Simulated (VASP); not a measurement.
VASP input:

File POSCAR:
```
Pt3Ti
1.0
  3.8984522796   0.0000000000   0.0000000000
  0.0000000000   3.8984522796   0.0000000000
  0.0000000000   0.0000000000   3.8984522796
Ti Pt
1 3
Direct
  0.0000000000   0.0000000000   0.0000000000
  0.0000000000   0.5000000000   0.5000000000
  0.5000000000   0.0000000000   0.5000000000
  0.5000000000   0.5000000000   0.0000000000
```

KPOINTS:
```
Automatic mesh
0
Gamma
7 7 7
0 0 0
```

**INCAR**
```
# general
SYSTEM  = Pt3Ti
PREC    = Accurate
ENCUT   = 480
LREAL   = .FALSE.
LASPH   = .TRUE.   # aspherical one-centre terms

# electronic loop
EDIFF   = 1E-6   # SCF stop (eV)
NELM    = 100
ALGO    = Normal   # blocked Davidson
LMAXMIX = 6
LMIXTAU = .TRUE.

# smearing
ISMEAR  = 1   # Methfessel-Paxton
SIGMA   = 0.1

# functional
METAGGA = R2SCAN

# ions
IBRION  = 2   # conjugate gradients
NSW     = 60   # most ionic steps
ISIF    = 3   # ions, shape and volume
EDIFFG  = -0.02   # ionic stop

# output
LWAVE   = .FALSE.
LCHARG  = .FALSE.
```

POTCAR, in this order: Ti_sv Pt (PBE.64 set). Program: vasp_std.

Problem. Translate this r2SCAN calculation to Ansatz.

Solution. One equivalent input (not run):
Ansatz 0.2 input:
```yaml
crystal:
  lattice:
    - [3.8984523, 0.0000000, 0.0000000]
    - [0.0000000, 3.8984523, 0.0000000]
    - [0.0000000, 0.0000000, 3.8984523]
  atoms:
    - { symbol: Ti, position: [0.0000000, 0.0000000, 0.0000000] }
    - { symbol: Pt, position: [0.0000000, 0.5000000, 0.5000000] }
    - { symbol: Pt, position: [0.5000000, 0.0000000, 0.5000000] }
    - { symbol: Pt, position: [0.5000000, 0.5000000, 0.0000000] }
kpoints:
  mp_grid: { grid: [7, 7, 7] }
hamiltonian:
  xc: r2scan
  pseudopotentials: { kind: paw }
scf:
  occupations: { method: methfessel_paxton, width: 0.1 }
  max_iter: 100
relax:
  max_steps: 60
  f_tol: 0.02
  cell: {}
output: { forces: true, stress: true, eigenvalues: true }
```
Limits of the translation: each code has its own PAW files, so the cut-off isn't converted (ENCUT is set for VASP's; basis.ecutwfc is left out, and Ansatz then takes the one that its files recommend); Ansatz stops its SCF on the density residual and VASP on the energy change (EDIFF).

The compound is Pt3Ti in the L1_2 structure. This run relaxes it. Symmetry was kept, so distortions that lower it aren't found. The start is the result of an earlier pass.
